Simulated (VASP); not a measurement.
An input for Quantum ESPRESSO's pw.x (written as the equivalent of a VASP run, and not itself run):

```
&CONTROL
  calculation = 'scf'
  pseudo_dir = './pseudo'
  outdir = './out'
  tprnfor = .true.
  tstress = .true.
/
&SYSTEM
  ibrav = 0
  nat = 4
  ntyp = 2
  ecutwfc = 82.3
  occupations = 'tetrahedra'
  input_dft = 'pbesol'
/
&ELECTRONS
  conv_thr = 7.3e-09
  electron_maxstep = 100
/
ATOMIC_SPECIES
  Hg 200.592 Hg.upf
  Te 127.600 Te.upf
CELL_PARAMETERS angstrom
     4.1722435    0.0000000    0.0000000
    -2.0861217    3.6132690   -0.0000000
    -0.0000000   -0.0000000    7.3174640
ATOMIC_POSITIONS crystal
  Hg   0.0000000  0.0000000  0.0000000
  Hg   0.0000000  0.0000000  0.5000000
  Te   0.3333330  0.6666670  0.2500000
  Te   0.6666670  0.3333330  0.7500000
K_POINTS automatic
  11 11 6 0 0 0
```

Write the VASP files for the same calculation (PBEsol).

One answer among several that fit: 
### INCAR
```
ALGO=Normal
EDIFF=1E-7
ENCUT=400
GGA=PS
ISIF=2
ISMEAR=-5
LASPH=.TRUE.
LCHARG=.TRUE.
LMAXMIX=6
LORBIT=11
LREAL=.FALSE.
LWAVE=.FALSE.
NEDOS=601
NELM=100
PREC=Accurate
SYSTEM=HgTe
```

POSCAR:
```
HgTe
4.1722430
  1.0000001147   0.0000000000   0.0000000000
 -0.5000000574   0.8660255330   0.0000000000
  0.0000000000   0.0000000000   1.7538441658
Hg Te
2 2
Cartesian
  0.0000000000   0.0000000000   0.0000000000
  0.0000000000   0.0000000000   0.8769220829
 -0.0000005000   0.5773506440   0.4384610415
  0.5000005574   0.2886748890   1.3153831244
```

### KPOINTS
```
Regular mesh
0
gamma
  11 11 6
0 0 0
```

POTCAR, in this order: Hg Te (PBE.64 set). Program: vasp_std.

Limits of the translation: the potentials are each code's own (VASP's PAW set, PseudoDojo norm-conserving files in pw.x), so ENCUT and ecutwfc are chosen apart and not converted; conv_thr bounds pw.x's estimated SCF error, while EDIFF bounds the energy change between steps.

The structure was generated: HgTe was put into the NiAs type type (P6_3/mmc), which need not be its known phase. It was relaxed first, which changed the volume by +15 %.
